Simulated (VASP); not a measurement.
# SiO2: cell size against the level of theory, part 2 of 4

How close do the usual functionals, with and without dispersion, come to the cell of SiO2? LASPH is on for some levels and off for others; the table marks which. The start is a cell from a database of measured crystal structures.

VASP 6.6.1, plane waves and PAW; the level of theory is named at each step.

So far. Step 2 (Relaxation with LDA): It ends with a largest force of 0.009 eV/Å and a pressure of -0.03 GPa. The volume lies -2.6 % from that of the database's start, which holds the thermal and zero-point expansion of its experiment. The conventional cell has a = 4.865 and c = 5.380 Å.

## (3) Relaxation with PBE

This step: PBE; plane waves and PAW (Si, O) (VASP 6.6.1).

PBE, the usual starting point, adds the gradient of the density.

Contents of INCAR:

```
SYSTEM = SiO2
PREC = Accurate
ENCUT = 560
EDIFF = 1E-06
NELM = 100
ISMEAR = -1
SIGMA = 0.05
LREAL = .FALSE.
ALGO = Normal
GGA = PE
NBANDS = 33
LORBIT = 11
LWAVE = .FALSE.
LCHARG = .FALSE.
KPAR = 8
IBRION = 2
NSW = 60
ISIF = 3
EDIFFG = -0.01
```

Contents of POSCAR:

```
SiO2
1.0
    4.9163600000      0.0000000000      0.0000000000
   -2.4581800000      4.2576926541      0.0000000000
    0.0000000000      0.0000000000      5.4084000000
Si O
3 6
Direct
    0.4697300000      0.0000000000      0.6666666667
    0.0000000000      0.4697300000      0.3333333333
    0.5302700000      0.5302700000      0.0000000000
    0.4135400000      0.2675800000      0.7855800000
    0.7324200000      0.1459600000      0.4522466667
    0.8540400000      0.5864600000      0.1189133333
    0.2675800000      0.4135400000      0.2144200000
    0.1459600000      0.7324200000      0.5477533333
    0.5864600000      0.8540400000      0.8810866667
```

Contents of KPOINTS:

```
Automatic mesh
0
Gamma
5 5 4
0 0 0
```

PAW data sets: Si and O (PBE family, release 64).

On the command line:

```sh
mpirun -np 8 vasp_std
```

The program printed:

```text
[banner, memory and clock lines left out]
running    8 mpi-ranks, on    1 nodes
 distrk:  each k-point on    1 cores,    8 groups
 distr:  one band on    1 cores,    1 groups

 POSCAR found type information on POSCAR SiO
 POSCAR found :  2 types and       9 ions
 [... a notice as in an earlier step ...]

 LDA part: xc-table for (Slater+PW92), standard interpolation
 POSCAR, INCAR and KPOINTS ok, starting setup
 FFT: planning ... GRIDC
 FFT: planning ... GRID_SOFT
 FFT: planning ... GRID
 WAVECAR not read
 entering main loop
       N       E                     dE             d eps       ncg     rms          rms(c)
DAV:   1     0.289458398054E+03    0.28946E+03   -0.26396E+04  1122   0.143E+03
DAV:   2    -0.615823393793E+02   -0.35104E+03   -0.33978E+03  1477   0.315E+02
DAV:   3    -0.803888185733E+02   -0.18806E+02   -0.18724E+02  1420   0.772E+01
DAV:   4    -0.805920607044E+02   -0.20324E+00   -0.20307E+00  1396   0.905E+00
DAV:   5    -0.805951395664E+02   -0.30789E-02   -0.30778E-02  1404   0.109E+00    0.257E+01
DAV:   6    -0.710121024236E+02    0.95830E+01   -0.36111E+01  1334   0.324E+01    0.122E+01
DAV:   7    -0.710221616275E+02   -0.10059E-01   -0.10273E+00  1412   0.501E+00    0.446E+00
DAV:   8    -0.710220540673E+02    0.10756E-03   -0.51884E-02  1372   0.172E+00    0.165E+00
DAV:   9    -0.710339232143E+02   -0.11869E-01   -0.25876E-02  1380   0.114E+00    0.333E-01
DAV:  10    -0.710355289919E+02   -0.16058E-02   -0.31079E-03  1380   0.305E-01    0.949E-02
DAV:  11    -0.710355049004E+02    0.24092E-04   -0.75983E-04  1420   0.165E-01    0.162E-02
DAV:  12    -0.710355134496E+02   -0.85492E-05   -0.23021E-05  1380   0.288E-02    0.122E-02
DAV:  13    -0.710355159057E+02   -0.24561E-05   -0.82627E-06  1412   0.161E-02    0.406E-03
DAV:  14    -0.710355164575E+02   -0.55181E-06   -0.50512E-07   964   0.419E-03
   1 F= -.71035516E+02 E0= -.71035516E+02  d E =-.710355E+02
 curvature:   0.00 expect dE= 0.000E+00 dE for cont linesearch  0.000E+00
 trial: gam= 0.00000 g(F)=  0.356E-01 g(S)=  0.384E+00 ort = 0.000E+00 (trialstep = 0.100E+01)
 search vector abs. value=  0.420E+00
 bond charge predicted
       N       E                     dE             d eps       ncg     rms          rms(c)
DAV:   1    -0.724563867438E+02   -0.14209E+01   -0.40910E+01  1247   0.423E+01    0.984E+00
DAV:   2    -0.709909090428E+02    0.14655E+01   -0.52720E+00  1312   0.135E+01    0.177E+00
DAV:   3    -0.709667165863E+02    0.24192E-01   -0.20254E-01  1320   0.235E+00    0.113E+00
DAV:   4    -0.709558873680E+02    0.10829E-01   -0.10118E-02  1354   0.601E-01    0.543E-01
DAV:   5    -0.709526166319E+02    0.32707E-02   -0.48332E-03  1374   0.362E-01    0.128E-01
DAV:   6    -0.709526485170E+02   -0.31885E-04   -0.11121E-04  1363   0.640E-02    0.530E-02
DAV:   7    -0.709526453106E+02    0.32064E-05   -0.48595E-05  1364   0.405E-02    0.516E-03
DAV:   8    -0.709526462493E+02   -0.93869E-06   -0.10655E-06   972   0.686E-03
   2 F= -.70952646E+02 E0= -.70952646E+02  d E =0.828702E-01
[... from here on, the cycles between the ionic steps are left out ...]
   3 F= -.71118787E+02 E0= -.71118787E+02  d E =-.832704E-01
   4 F= -.71118794E+02 E0= -.71118794E+02  d E =-.832772E-01
   5 F= -.71119728E+02 E0= -.71119728E+02  d E =-.934236E-03
   6 F= -.71119745E+02 E0= -.71119745E+02  d E =-.951802E-03
   7 F= -.71120236E+02 E0= -.71120236E+02  d E =-.490966E-03
   8 F= -.71121464E+02 E0= -.71121464E+02  d E =-.171904E-02
   9 F= -.71122819E+02 E0= -.71122819E+02  d E =-.307320E-02
  10 F= -.71122949E+02 E0= -.71122949E+02  d E =-.320328E-02
  11 F= -.71123527E+02 E0= -.71123527E+02  d E =-.578763E-03
  12 F= -.71124758E+02 E0= -.71124758E+02  d E =-.180915E-02
  13 F= -.71124981E+02 E0= -.71124981E+02  d E =-.203224E-02
  14 F= -.71125242E+02 E0= -.71125242E+02  d E =-.229330E-02
  15 F= -.71125534E+02 E0= -.71125534E+02  d E =-.291604E-03
  16 F= -.71126361E+02 E0= -.71126361E+02  d E =-.111873E-02
  17 F= -.71127829E+02 E0= -.71127829E+02  d E =-.258666E-02
  18 F= -.71130019E+02 E0= -.71130019E+02  d E =-.477745E-02
  19 F= -.71131407E+02 E0= -.71131407E+02  d E =-.616493E-02
  20 F= -.71131457E+02 E0= -.71131457E+02  d E =-.621465E-02
  21 F= -.71132036E+02 E0= -.71132036E+02  d E =-.579177E-03
  22 F= -.71133071E+02 E0= -.71133071E+02  d E =-.161394E-02
  23 F= -.71132285E+02 E0= -.71132285E+02  d E =-.828672E-03
  24 F= -.71133217E+02 E0= -.71133217E+02  d E =-.176081E-02
  25 F= -.71133658E+02 E0= -.71133658E+02  d E =-.440196E-03
  26 F= -.71133755E+02 E0= -.71133755E+02  d E =-.537208E-03
  27 F= -.71133756E+02 E0= -.71133756E+02  d E =-.538234E-03
  28 F= -.71133786E+02 E0= -.71133786E+02  d E =-.568912E-03
  29 F= -.71133787E+02 E0= -.71133787E+02  d E =-.569829E-03
  30 F= -.71133854E+02 E0= -.71133854E+02  d E =-.662177E-04
 trial-energy change:   -0.000066  1 .order   -0.000067   -0.000087   -0.000047
 step:   0.5459(harm=  0.5459)  dis= 0.00110  next Energy=   -71.133881 (dE=-0.937E-04)
 bond charge predicted
       N       E                     dE             d eps       ncg     rms          rms(c)
DAV:   1    -0.711339700306E+02   -0.11604E-03   -0.24318E-02  1122   0.980E-01    0.814E-02
DAV:   2    -0.711338925057E+02    0.77525E-04   -0.65160E-04  1419   0.153E-01    0.233E-02
DAV:   3    -0.711338845877E+02    0.79181E-05   -0.34092E-05  1280   0.341E-02    0.990E-03
DAV:   4    -0.711338827899E+02    0.17977E-05   -0.50466E-06  1410   0.143E-02    0.450E-03
DAV:   5    -0.711338822027E+02    0.58727E-06   -0.97721E-07   660   0.631E-03
  31 F= -.71133882E+02 E0= -.71133882E+02  d E =-.948998E-04
 curvature:  -1.01 expect dE=-0.109E-03 dE for cont linesearch -0.452E-07
 trial: gam= 0.24102 g(F)=  0.312E-04 g(S)=  0.766E-04 ort = 0.754E-05 (trialstep = 0.312E+00)
 search vector abs. value=  0.185E-03
 reached required accuracy - stopping structural energy minimisation
```

It took 2.6 min on 8 MPI ranks of AMD EPYC 9R45, shared host; peak memory 2.3 GiB.

From OUTCAR (step 3):

```text
 Found     17 irreducible k-points:

   NELECT =      48.0000    total number of electrons

 E-fermi :   1.7389

 k-point     1 :       0.0000    0.0000    0.0000
  band No.  band energies     occupation
    ...
     20      -0.3360      2.00000
     21      -0.3360      2.00000
     22       0.1213      2.00000
     23       0.2627      2.00000
     24       0.2627      2.00000
     25       6.2673      0.00000
     26       9.6599      0.00000
     27       9.6599      0.00000
     28       9.9043      0.00000
     29       9.9043      0.00000
    ...

 k-point     2 :       0.2000    0.0000    0.0000
  band No.  band energies     occupation
    ...
     20      -0.4233      2.00000
     21      -0.3614      2.00000
     22      -0.0657      2.00000
     23       0.3491      2.00000
     24       0.4068      2.00000
     25       6.8340      0.00000
     26       9.5253      0.00000
     27       9.6186      0.00000
     28      10.1077      0.00000
     29      10.1903      0.00000
    ...

  Total       -0.0789438     -0.0789438      0.0427848      0.0000000      0.0000000      0.0000000
  in kB       -1.0466461     -1.0466461      0.5672452      0.0000000      0.0000000      0.0000000
  external PRESSURE =      -0.5086823 kB  Pullay stress =       0.0000000 kB

  energy-cutoff  :      560.00
  volume of cell :      120.85
      direct lattice vectors                 reciprocal lattice vectors
     5.032751638  0.000000000  0.000000000     0.198698460  0.114718609 -0.000000000
    -2.516375819  4.358490769 -0.000000000    -0.000000000  0.229437219 -0.000000000
     0.000000000  0.000000000  5.509182863    -0.000000000  0.000000000  0.181515122

 POSITION                                       TOTAL-FORCE (eV/Angst)
 -----------------------------------------------------------------------------------
     -0.11307      4.35849      3.67279        -0.005683     -0.000000     -0.000000
     -1.20165      2.08132      1.83639         0.002841     -0.004921      0.000000
      1.31472      2.27717      5.50918         0.002841      0.004921     -0.000000
      1.44972      1.10655      4.38567         0.003625      0.005552      0.006896
      3.34959      0.70222      2.54928        -0.006621      0.000364      0.006896
      2.74982      2.54972      0.71288         0.002995     -0.005916      0.006896
      0.23344      1.80877      1.12351         0.002995      0.005916     -0.006896
     -1.06666      3.25194      2.95991         0.003625     -0.005552     -0.006896
      0.83322      3.65627      4.79630        -0.006621     -0.000364     -0.006896
 -----------------------------------------------------------------------------------
    total drift:                               -0.000001     -0.000001      0.000000

  FREE ENERGIE OF THE ION-ELECTRON SYSTEM (eV)
  ---------------------------------------------------
  free  energy   TOTEN  =       -71.1338822027 eV

  energy  without entropy=      -71.1338822026  energy(sigma->0) =      -71.13388220

 total charge
# of ion       s       p       d       tot
------------------------------------------
    1        0.636   0.976   0.000   1.611
    2        0.636   0.976   0.000   1.611
    3        0.636   0.976   0.000   1.611
    4        1.546   3.689   0.000   5.234
    5        1.546   3.689   0.000   5.234
    6        1.546   3.689   0.000   5.234
    7        1.546   3.689   0.000   5.234
    8        1.546   3.689   0.000   5.234
    9        1.546   3.689   0.000   5.234
--------------------------------------------------
tot         11.180  25.060   0.000  36.240

[... 9 parts as in an earlier step ...]

[... 5 further parts left out ...]
```

CONTCAR:

```
SiO2
   1.00000000000000
     5.0327516381027682    0.0000000000000000    0.0000000000000000
    -2.5163758190513841    4.3584907694815094   -0.0000000000000000
     0.0000000000000000    0.0000000000000000    5.5091828634827058
  Si              O
     3     6
Direct
     0.4775333407987697    1.0000000000000000    0.6666666667000030
     0.0000000000000002    0.4775333407987704    0.3333333332999970
     0.5224666592012303    0.5224666592012298    1.0000000000000000
     0.4149982506260010    0.2538836818572187    0.7960655972193618
     0.7461163181427817    0.1611145687687922    0.4627322639193573
     0.8388854312312104    0.5850017493739963    0.1293989305193587
     0.2538836818572209    0.4149982506260035    0.2039344027806383
     0.1611145687687896    0.7461163181427813    0.5372677360806424
     0.5850017493739966    0.8388854312312076    0.8706010694806412
```

The steps of the relaxation (22 of 31):

```tsv
step	energy less that of the first step (eV)	largest force (eV/Å)	pressure (GPa)	volume (Å³)
1	0.0000	0.3497	6.92	113.21
2	0.0829	0.6131	-8.20	122.35
4	-0.0833	0.0707	0.18	116.81
5	-0.0842	0.0848	0.13	116.99
7	-0.0847	0.0947	0.10	117.10
8	-0.0859	0.0806	0.03	117.33
10	-0.0874	0.0615	-0.17	117.98
11	-0.0880	0.0596	-0.05	117.99
12	-0.0892	0.0636	0.31	118.03
14	-0.0897	0.0815	0.73	118.06
15	-0.0900	0.0805	0.71	118.11
17	-0.0923	0.0709	0.53	118.55
18	-0.0945	0.0595	0.26	119.14
20	-0.0959	0.0607	-0.18	120.14
21	-0.0965	0.0508	-0.11	120.20
22	-0.0976	0.0676	0.08	120.36
24	-0.0977	0.0851	0.22	120.46
25	-0.0981	0.0389	0.16	120.58
27	-0.0982	0.0434	0.09	120.75
28	-0.0983	0.0241	0.12	120.69
30	-0.0983	0.0175	0.04	120.77
31	-0.0984	0.0096	-0.05	120.85
```

```tsv
conventional cell, symmetrised	before	after	change
a (Å)	4.916	5.033	+2.4 %
b (Å)	4.916	5.033	+2.4 %
c (Å)	5.408	5.509	+1.9 %
volume (Å³/atom)	12.58	13.43	+6.7 %
```

The atoms that moved most (Å, as changes of fractional coordinates times the final cell):

```tsv
atom	dx	dy	dz	length
O7	-0.073	0.006	-0.058	0.093
O4	0.042	-0.060	0.058	0.093
O6	-0.073	-0.006	0.058	0.093
O9	0.031	-0.066	-0.058	0.093
O8	0.042	0.060	-0.058	0.093
O5	0.031	0.066	0.058	0.093
Si1	0.039	0.000	0.000	0.039
Si2	-0.020	0.034	0.000	0.039
```

The relaxed structure:

```cif
data_structure
_symmetry_space_group_name_H-M 'P 1'
_symmetry_Int_Tables_number 1
_cell_length_a 5.0328
_cell_length_b 5.0328
_cell_length_c 5.5092
_cell_angle_alpha 90.000
_cell_angle_beta 90.000
_cell_angle_gamma 120.000
_cell_volume 120.85
loop_
_atom_site_label
_atom_site_type_symbol
_atom_site_fract_x
_atom_site_fract_y
_atom_site_fract_z
_atom_site_occupancy
Si1 Si 0.47753 0.00000 0.66667 1
Si2 Si 0.00000 0.47753 0.33333 1
Si3 Si 0.52247 0.52247 0.00000 1
O4 O 0.41500 0.25388 0.79607 1
O5 O 0.74612 0.16111 0.46273 1
O6 O 0.83889 0.58500 0.12940 1
O7 O 0.25388 0.41500 0.20393 1
O8 O 0.16111 0.74612 0.53727 1
O9 O 0.58500 0.83889 0.87060 1
```

Numbers from this step:

* free energy (TOTEN): -71.1339 eV
* Fermi energy: 1.739 eV
* pressure: -0.05087 GPa
* SCF cycles over all ionic steps: 187
* gap on the k-mesh: 5.671 eV
* least direct gap on the k-mesh: 6.005 eV

It ends at 13.43 Å³/atom, +6.7 % from the start, with -0.05 GPa left. The conventional cell has a = 5.033 and c = 5.509 Å.

## (4) Relaxation with r2SCAN

This step: r2SCAN; plane waves and PAW (Si, O) (VASP 6.6.1).

r2SCAN adds the kinetic-energy density, costs more than a GGA and is run with LASPH.

INCAR: that of step 3 with these lines changed.

```diff
@@ -9,3 +9,4 @@
 ALGO = Normal
-GGA = PE
+METAGGA = R2SCAN
+LASPH = .TRUE.
 NBANDS = 33
```

POSCAR is that of step 3.

KPOINTS is that of step 3.

On the command line:

```sh
mpirun -np 8 vasp_std
```

The program printed:

```text
[banner, memory and clock lines left out]
running    8 mpi-ranks, on    1 nodes
[...]
[... a notice as in an earlier step ...]

 [... a notice as in an earlier step ...]

 LDA part: xc-table for (None), standard interpolation
 POSCAR, INCAR and KPOINTS ok, starting setup
[...]
entering main loop
       N       E                     dE             d eps       ncg     rms          rms(c)
DAV:   1     0.263511143273E+03    0.26351E+03   -0.26895E+04  1122   0.146E+03
DAV:   2    -0.938989843312E+02   -0.35741E+03   -0.34541E+03  1468   0.321E+02
DAV:   3    -0.112969691061E+03   -0.19071E+02   -0.18986E+02  1419   0.783E+01
DAV:   4    -0.113165294460E+03   -0.19560E+00   -0.19545E+00  1404   0.893E+00
[...]
DAV:  11    -0.894358003154E+02   -0.39437E-03   -0.38375E-04  1314   0.146E-01    0.433E-02
DAV:  12    -0.894357933441E+02    0.69713E-05   -0.15119E-05  1420   0.264E-02    0.214E-02
DAV:  13    -0.894357928254E+02    0.51867E-06   -0.45376E-06  1252   0.127E-02
   1 F= -.89435793E+02 E0= -.89435793E+02  d E =-.894358E+02
[... from here on, the cycles between the ionic steps are left out ...]
   2 F= -.89429473E+02 E0= -.89429473E+02  d E =0.631952E-02
   3 F= -.89439951E+02 E0= -.89439951E+02  d E =-.415820E-02
   4 F= -.89439949E+02 E0= -.89439949E+02  d E =-.415662E-02
   5 F= -.89439858E+02 E0= -.89439858E+02  d E =0.910731E-04
   6 F= -.89440017E+02 E0= -.89440017E+02  d E =-.670534E-04
   7 F= -.89440097E+02 E0= -.89440097E+02  d E =-.803793E-04
   8 F= -.89440121E+02 E0= -.89440121E+02  d E =-.104216E-03
[...]
reached required accuracy - stopping structural energy minimisation
```

Elapsed: 2.9 min, on 8 MPI ranks; peak memory 2.4 GiB.

OUTCAR, selected parts (step 4):

```text
  Total       -0.0562925     -0.0562925     -0.0337899      0.0000000      0.0000000      0.0000000
  in kB       -0.7908539     -0.7908539     -0.4747148      0.0000000      0.0000000      0.0000000
  external PRESSURE =      -0.6854742 kB  Pullay stress =       0.0000000 kB

 POSITION                                       TOTAL-FORCE (eV/Angst)
 -----------------------------------------------------------------------------------
      2.31287     -0.00000      3.61553        -0.001509      0.000000      0.000000
      3.77117      2.00300      1.80776         0.000755     -0.001307      0.000000
      1.30737      2.26442      0.00000         0.000755      0.001307      0.000000
      1.37739      1.14389      4.26028         0.001870      0.002886     -0.002233
      3.24827      0.62091      2.45252        -0.003434      0.000177     -0.002233
      2.76574      2.50262      0.64476         0.001564     -0.003062     -0.002233
      0.30194      1.76480      1.16301         0.001564      0.003062      0.002233
     -1.08641      3.12354      2.97077         0.001870     -0.002886      0.002233
      0.78446      3.64652      4.77853        -0.003434     -0.000177      0.002233
 -----------------------------------------------------------------------------------
    total drift:                               -0.000001     -0.000001      0.000000

  FREE ENERGIE OF THE ION-ELECTRON SYSTEM (eV)
  ---------------------------------------------------
  free  energy   TOTEN  =       -89.4401207171 eV

  energy  without entropy=      -89.4401207171  energy(sigma->0) =      -89.44012072

[... 2 parts as in an earlier step ...]

[... 2 further parts left out ...]
[key lines of the parts left out:]
E-fermi :   1.7926
```

The PAW data sets were made with PBE, which is usual practice but a small mismatch for other functionals.

Step by step:

```tsv
step	energy less that of the first step (eV)	largest force (eV/Å)	pressure (GPa)	volume (Å³)
1	0.0000	0.0991	1.53	113.21
2	0.0063	0.1835	-2.25	115.19
3	-0.0042	0.0428	0.03	113.97
4	-0.0042	0.0417	0.06	113.95
5	-0.0041	0.0676	-0.05	114.02
6	-0.0042	0.0218	0.01	113.98
7	-0.0043	0.0106	-0.03	114.01
8	-0.0043	0.0041	-0.07	114.04
```

```tsv
conventional cell, symmetrised	before	after	change
a (Å)	4.916	4.928	+0.2 %
b (Å)	4.916	4.928	+0.2 %
c (Å)	5.408	5.423	+0.3 %
volume (Å³/atom)	12.58	12.67	+0.7 %
```

The relaxed structure:

```xyz
9
Lattice="4.9276 0.0000 0.0000 -2.4638 4.2674 0.0000 0.0000 0.0000 5.4233" Properties=species:S:1:pos:R:3 pbc="T T T"
Si    2.3129    0.0000    3.6155
Si   -1.1564    2.0030    1.8078
Si    1.3074    2.2644    0.0000
O     1.3774    1.1439    4.2603
O     3.2483    0.6209    2.4525
O     2.7657    2.5026    0.6448
O     0.3019    1.7648    1.1630
O    -1.0864    3.1235    2.9708
O     0.7845    3.6465    4.7785
```

It ends at 12.67 Å³/atom, +0.7 % from the start, with -0.07 GPa left. The conventional cell has a = 4.928 and c = 5.423 Å.

(Continued in part 3 of 4.)

[Lines on the potential files, build, host, timing and source positions are cut from VASP's logs without a mark.]

[Logs are printed without paths, hosts, clocks, repeated set-up lines and the standing remarks that a program may print on its own settings, such as how far it seeks lower states.]

[Hosts, paths, dates, database ids (printed as entryN), source tags and the programs' standing remarks are cut or masked in the printed files.]

[A measured line is paired with the nearest computed mode of its activity, which favours agreement.]
